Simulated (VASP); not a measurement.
The input files of a VASP run:

### INCAR
```
SYSTEM = CdO
PREC = Accurate; ENCUT = 600; LREAL = F
LASPH = T
EDIFF = 1E-7; NELM = 100; ALGO = Normal
LMAXMIX = 4
ISMEAR = 1; SIGMA = 0.1
GGA = PS
IBRION = 2; NSW = 40; ISIF = 3
EDIFFG = -0.01; PSTRESS = 10
LWAVE = F; LCHARG = F
```

**KPOINTS**
```
Automatic mesh
0
Gamma
12 12 12
0 0 0
```

### POSCAR
```
CdO
1.0
  0.0000000000   2.3535523140   2.3535523140
  2.3535523140   0.0000000000   2.3535523140
  2.3535523140   2.3535523140   0.0000000000
Cd O
1 1
direct
  0.0000000000   0.0000000000   0.0000000000
  0.5000000000   0.5000000000   0.5000000000
```

POTCAR, in this order: Cd O (PBE.64 set). Program: vasp_std.

Problem. Write an equivalent input for Ansatz.

Solution. One equivalent input (not run):
Ansatz 0.2 input:
```yaml
crystal:
  lattice:
    - [0.0000000, 2.3535523, 2.3535523]
    - [2.3535523, 0.0000000, 2.3535523]
    - [2.3535523, 2.3535523, 0.0000000]
  atoms:
    - { symbol: Cd, position: [0.0000000, 0.0000000, 0.0000000] }
    - { symbol: O, position: [0.5000000, 0.5000000, 0.5000000] }
kpoints:
  mp_grid: { grid: [12, 12, 12] }
hamiltonian:
  xc: pbesol
  pseudopotentials: { kind: paw }
scf:
  occupations: { method: methfessel_paxton, width: 0.1 }
  max_iter: 100
relax:
  max_steps: 40
  f_tol: 0.01
  cell: { p_target: 1 }
output: { forces: true, stress: true, eigenvalues: true }
```
Limits of the translation: each code has its own PAW files, so the cut-off isn't converted (ENCUT is set for VASP's; basis.ecutwfc is left out, and Ansatz then takes the one that its files recommend); Ansatz stops its SCF on the density residual and VASP on the energy change (EDIFF).

The compound is CdO in the rock salt structure. This run relaxes it under an external pressure of 1 GPa. Symmetry was kept, so distortions that lower it aren't found.
